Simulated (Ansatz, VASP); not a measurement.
# SiGe in two plane-wave programs, part 2 of 2

Wanted: the spread between two codes on one cell, functional and k mesh. The cell is generated by rule, not measured, and may not be a known phase. The cell is taken from a series of runs on this material, whose earlier steps may have relaxed, scaled, displaced or heated it; both programs get it as it stands.

VASP 6.6.1 and Ansatz 0.2.0.

So far. Step 5 (Ansatz: single point, PBEsol, pair 2): The run ends at a pressure of 0.57 GPa, with forces up to 0.22 eV/Å. Step 6 (VASP: single point, PBEsol, pair 2): The run ends at a pressure of 0.56 GPa, with forces up to 0.22 eV/Å.

The structure was built from a prototype and need not be the compound's stable phase.

### 7. Side by side

Compared:

```
      quantity  Ansatz  VASP  difference
pressure (GPa)    0.57  0.56       +0.02
```

Forces (eV/Å; atoms numbered as in POSCAR):

```
atom        Ansatz x, y, z          VASP x, y, z
 Si1   0.000, 0.000, 0.000   0.000, 0.000, 0.000
 Si2   0.000, 0.000, 0.000   0.000, 0.000, 0.000
 Ge3   0.215, 0.000, 0.000   0.219, 0.000, 0.000
 Ge4  -0.215, 0.000, 0.000  -0.219, 0.000, 0.000
```

The forces differ by 1.4 meV/Å r.m.s., which is 1.6 % of the r.m.s. force of 0.089 eV/Å (both taken over all components).

### 8. VASP: single point, PBEsol, pair 3

With cell and atoms fixed, the geometry can't cause a difference; cores, projectors, grids and the points listed under the comparison can.

INCAR

```
SYSTEM = SiGe
PREC = Accurate
ENCUT = 500
EDIFF = 1E-06
NELM = 120
ISMEAR = 1
SIGMA = 0.15
LREAL = .FALSE.
ALGO = Normal
GGA = PS
NBANDS = 24
LORBIT = 11
LWAVE = .FALSE.
LCHARG = .FALSE.
ISIF = 2
LASPH = .TRUE.
GGA_COMPAT = .FALSE.
KPAR = 2
```

POSCAR

```
SiGe
1.0
   -3.2009885226      0.0000000000      0.0000000000
    0.0000000000     -3.2009885226     -3.2009885226
    0.0000000000     -3.2009885226      3.2009885226
Si Ge
2 2
Direct
    0.0000000000      0.5000000000      0.5000000000
    0.0000000000      0.0000000000      0.0000000000
    0.4000308818      0.0000000000      0.5000000000
    0.5999691182      0.5000000000      0.0000000000
```

KPOINTS

```
Automatic mesh
0
Gamma
12 8 8
0 0 0
```

Potentials, in the order of the species: Si and Ge_d (PBE family, release 64).

Run with:

```console
mpirun -np 2 vasp_std
```

Numbers of over 12 decimals in the logs are rounded to 6 here.

Output:

```text
[... set-up lines as in an earlier step ...]
 entering main loop
       N       E                     dE             d eps       ncg     rms          rms(c)
DAV:   1     0.243133430894E+03    0.24313E+03   -0.17368E+04  5936   0.345E+03
DAV:   2     0.163194750988E+02   -0.22681E+03   -0.22071E+03  5160   0.674E+02
DAV:   3    -0.187594913748E+02   -0.35079E+02   -0.34785E+02  6232   0.150E+02
DAV:   4    -0.198805976416E+02   -0.11211E+01   -0.11182E+01  5912   0.296E+01
[...]
DAV:   9    -0.197930032574E+02    0.52307E-04   -0.29260E-04  6632   0.148E-01    0.241E-02
DAV:  10    -0.197930033205E+02   -0.63105E-07   -0.31545E-05  6248   0.624E-02    0.142E-02
DAV:  11    -0.197930033996E+02   -0.79171E-07   -0.22386E-06  4720   0.178E-02
   1 F= -.19793003E+02 E0= -.19793281E+02  d E =0.833203E-03
```

Parts of OUTCAR (step 8):

```text
  Total       -0.6215135      1.1248377      1.1248377      0.0000000      0.0000000      0.0000000
  in kB      -15.1802457     27.4737588     27.4737588      0.0000000      0.0000000      0.0000000
  external PRESSURE =      13.2557573 kB  Pullay stress =       0.0000000 kB

 POSITION                                       TOTAL-FORCE (eV/Angst)
 -----------------------------------------------------------------------------------
      0.00000     -3.20099      0.00000         0.000000      0.000000      0.000000
      0.00000      0.00000      0.00000         0.000000      0.000000      0.000000
     -1.28049     -1.60049      1.60049         0.164522      0.000000      0.000000
     -1.92049     -1.60049     -1.60049        -0.164522     -0.000000     -0.000000
 -----------------------------------------------------------------------------------
    total drift:                               -0.000000     -0.000000     -0.000000

  FREE ENERGIE OF THE ION-ELECTRON SYSTEM (eV)
  ---------------------------------------------------
  free  energy   TOTEN  =       -19.7930033996 eV

  energy  without entropy=      -19.7938366031  energy(sigma->0) =      -19.79328113

[... 2 parts as in an earlier step ...]

[... 1 further part left out ...]
[key lines of the parts left out:]
E-fermi :   8.2912
```

The run ends at a pressure of 1.33 GPa, with forces up to 0.16 eV/Å.

### 9. Ansatz: single point, PBEsol, pair 3

The same cell, functional, mesh and smearing now go to Ansatz, which takes its cutoff from its data sets.

The cell is taken from a series of runs on this material, whose earlier steps may have relaxed, scaled, displaced or heated it; both programs get it as it stands.

input.yaml

```yaml
crystal:
  lattice:
    - [-3.2009885226, 0.0, 0.0]
    - [0.0, -3.2009885226, -3.2009885226]
    - [0.0, -3.2009885226, 3.2009885226]
  atoms:
    - { symbol: Si, position: [0.0, 0.5, 0.5] }
    - { symbol: Si, position: [0.0, 0.0, 0.0] }
    - { symbol: Ge, position: [0.4000308818, 0.0, 0.5] }
    - { symbol: Ge, position: [0.5999691182, 0.5, 0.0] }
kpoints:
  mp_grid: { grid: [12, 8, 8] }
hamiltonian:
  xc: pbesol
scf:
  occupations: { method: methfessel_paxton, width: 0.15 }
output:
  forces: true
  stress: true
  eigenvalues: true
```

Run with:

```console
ansatz run input.yaml --threads 4 --pin off --max-ram 7168MiB --backend cpu --events-out ev --progress --plain --runs-dir out
```

Output:

```text
[...]
Crystal: 4 atoms, lattice volume = 65.597 Å³
Basis set: ecut = 420 eV, 1275 PW (Γ), exchange–correlation on 48×64×64 points (8 copies of the dense FFT grid, shifted against one another)
Bands: 22, of which v1, the nominal top of the filled ones, is band 18 counted from 1 (17 counted from 0)
Symmetry: 16 space group operations
[...]
k-points: 105 of 768
[...]
k-point 0: bands = [... 14 lower, 4.9659, 10.3233, 10.3233, 10.3659, 11.0172, 13.3204, 14.3612, 15.6481, ... 4 higher]
  k-point 1: bands = [... 14 lower, 6.3950, 8.9578, 9.7692, 11.1225, 11.5126, 13.8118, 15.1106, 15.3847, ... 4 higher]
  k-point 2: bands = [... 14 lower, 7.6397, 8.3725, 8.7026, 11.4387, 12.2086, 14.6402, 15.2082, 16.2803, ... 4 higher]
  k-point 104: bands = [... 14 lower, 5.2215, 5.2215, 5.3813, 5.3813, 15.4707, 15.4707, 16.6435, 16.6435, ... 4 higher]
[key lines of the parts left out:]
SCF converged after 6 iterations
Free energy (F): -9748.410719 eV
Fermi energy:    11.008166 eV
P = ⅓ Tr σ = 1.3955 GPa (13.955 kbar)
```

The run ends at a pressure of 1.40 GPa, with forces up to 0.16 eV/Å.

### 10. Comparison

Compared:

```
      quantity  Ansatz  VASP  difference
pressure (GPa)    1.40  1.33       +0.07
```

Forces (eV/Å; atoms numbered as in POSCAR):

```
atom        Ansatz x, y, z          VASP x, y, z
 Si1   0.000, 0.000, 0.000   0.000, 0.000, 0.000
 Si2   0.000, 0.000, 0.000   0.000, 0.000, 0.000
 Ge3   0.164, 0.000, 0.000   0.165, 0.000, 0.000
 Ge4  -0.164, 0.000, 0.000  -0.165, 0.000, 0.000
```

The forces differ by 0.4 meV/Å r.m.s., which is 0.6 % of the r.m.s. force of 0.067 eV/Å (both taken over all components).

### 11. Outcome

| Quantity | Value |
| --- | --- |
| r.m.s. force difference (single point, PBEsol, pair 1) | 1.1 meV/Å |
| r.m.s. force difference (single point, PBEsol, pair 2) | 1.4 meV/Å |
| r.m.s. force difference (single point, PBEsol, pair 3) | 0.38 meV/Å |

In words: The r.m.s. force difference is 1.4 meV/Å (single point, PBEsol, pair 2), within the 12 meV/Å picked in this series as the mark of a large difference. 5 further runs of this series are not shown here. How closely two codes agree says nothing of how well the functional describes the real material.

[Lines on the potential files, build, host, timing and source positions are cut from VASP's logs without a mark.]

[Logs are printed without paths, hosts, clocks, repeated set-up lines and the standing remarks that a program may print on its own settings, such as how far it seeks lower states.]

[Hosts, paths, dates, database ids (printed as entryN), source tags and the programs' standing remarks are cut or masked in the printed files.]
